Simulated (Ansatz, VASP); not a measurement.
One calculation of Sb2Au, two programs

Contents of INCAR:

```
  PREC = Accurate
  ENCUT = 520
  EDIFF = 1E-6
  ISMEAR = -1
  SIGMA = 0.1
  LREAL = False
  LASPH = True
  NELM = 80
  ALGO = Normal
  ISIF = 2
  LWAVE = False
  LCHARG = False
  GGA = CA
  NBANDS = 18
```

File KPOINTS:

```
Automatic mesh
0
Gamma
  6 6 6
```

File POSCAR:

```
Sb2Au
1.0
    0.0000000000      3.3825670755      3.3825670755
    3.3825670755      0.0000000000      3.3825670755
    3.3825670755      3.3825670755      0.0000000000
Sb Au
2 1
Direct
    0.2500000000      0.2500000000      0.2500000000
    0.7500000000      0.7500000000      0.7500000000
    0.0000000000      0.0000000000      0.0000000000
```

Input for Ansatz:

```yaml
crystal:
  lattice:
    - [0.0, 3.3825670754798325, 3.3825670754798325]
    - [3.3825670754798325, 0.0, 3.3825670754798325]
    - [3.3825670754798325, 3.3825670754798325, 0.0]
  atoms:
    - { symbol: Sb, position: [0.25, 0.25, 0.25] }
    - { symbol: Sb, position: [0.75, 0.75, 0.75] }
    - { symbol: Au, position: [0.0, 0.0, 0.0] }
basis:
  ecutwfc: 500.0
kpoints:
  mp_grid:
    grid: [6, 6, 6]
hamiltonian:
  xc: lda
scf:
  occupations:
    method: fermi_dirac
    width: 0.1
output:
  stress: true
```

Alike in both runs: task single point; functional LDA; k mesh 6 × 6 × 6; occupations fermi-dirac, width 0.1 eV; no spin polarisation.

|  | VASP | Ansatz |
| --- | --- | --- |
| version | VASP 6.6.1 | Ansatz 0.2.0 |
| potentials or method | VASP PAW LDA potentials, release 64 (Sb, Au) | plane waves, PAW |
| plane-wave cutoff (eV) | 520 | 500 |
| valence electrons in the cell | 21 | 49 |

|  | VASP | Ansatz | Ansatz less VASP |
| --- | --- | --- | --- |
| pressure (GPa) | -1.3 | -1.5 | -0.18 |

The two sets of potentials don't hold the same shells in valence.

Spin-orbit coupling is left out, which matters for the levels of Au, Sb.
